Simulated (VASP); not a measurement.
Here is the system:

```
CELL_PARAMETERS angstrom
      0.00000     2.50696     2.50696
      2.50696     0.00000     2.50696
      2.50696     2.50696     0.00000
ATOMIC_POSITIONS crystal
  Zr 0.00000 0.00000 0.00000
  O  0.25000 0.25000 0.25000
  O  0.75000 0.75000 0.75000
```

Level of theory: PBE GGA, VASP's PBE PAW potentials (set 64) (plane waves; VASP). Numerical set-up: 520 eV cut-off, 8×8×8 Γ-centred mesh, Gaussian smearing of 0.050 eV, potentials Zr_sv O.

Q: The job: ZrO2 (fluorite), 3 atoms, PBE, static run, 520 eV, 8×8×8 Γ-centred mesh. Roughly how much core time does it take on a busy server core?

A: About 10 core-seconds (one run on a shared machine, a rough figure). It had 29 irreducible k-points, 16 bands, up to 877 plane waves and 16 electronic steps.

The compound is ZrO2 in the fluorite structure, the high-temperature cubic form, which is unstable at 0 K; the monoclinic form is the stable one. This cell is one point of a volume scan, at 0.94 of the reference volume.
